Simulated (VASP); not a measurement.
Crystal: Ru.

```
Ru
1.0
     2.69000    0.00000    0.00000
    -1.34500    2.32961    0.00000
     0.00000    0.00000    4.25000
Ru
2
Direct
  0.33333 0.66667 0.25000
  0.66667 0.33333 0.75000
```

The cell was built by a generator and needn't be a form met in nature.

```yaml
Program: VASP 6.6.1
Task: relaxation of cell and atoms
Functional: PBE
Dispersion: D4
Potentials_or_basis: VASP PAW PBE potentials, release 64 (Ru_pv)
Cutoff: 600 eV
k_mesh: 18 × 18 × 10
Occupations: methfessel-paxton, width 0.1 eV
Spin: no spin polarisation
```

At the start: pressure 5.0 GPa; volume 13.32 Å³/atom.

Q: Where does the relaxation end?

A: Over 8 steps the energy falls by 3.0 meV/atom and the volume is 13.51 Å³/atom (+1.5 %); space group P6_3/mmc (No. 194, to 0.05 Å).

Step by step:
| step | energy change (eV) | largest force (eV/Å) | pressure (GPa) | volume (Å³) |
| --- | --- | --- | --- | --- |
| 1 | 0.0000 | 0.0000 | 5.00 | 26.63 |
| 2 | 0.0487 | 0.0000 | -13.44 | 28.27 |
| 3 | -0.0060 | 0.0000 | -0.08 | 27.03 |
| 4 | -0.0060 | 0.0000 | -0.03 | 27.02 |
| 5 | -0.0060 | 0.0000 | 0.07 | 27.01 |
| 6 | -0.0060 | 0.0000 | 0.09 | 27.01 |
| 7 | -0.0060 | 0.0000 | 0.09 | 27.01 |
| 8 | -0.0060 | 0.0000 | 0.02 | 27.02 |

Final structure:
```
Ru
1.0
     2.70211    0.00000    0.00000
    -1.35106    2.34010    0.00000
     0.00000    0.00000    4.27342
Ru
2
Direct
  0.33333 0.66667 0.25000
  0.66667 0.33333 0.75000
```

Caveat: pairwise dispersion overbinds metals, which lowers pressure and volume.
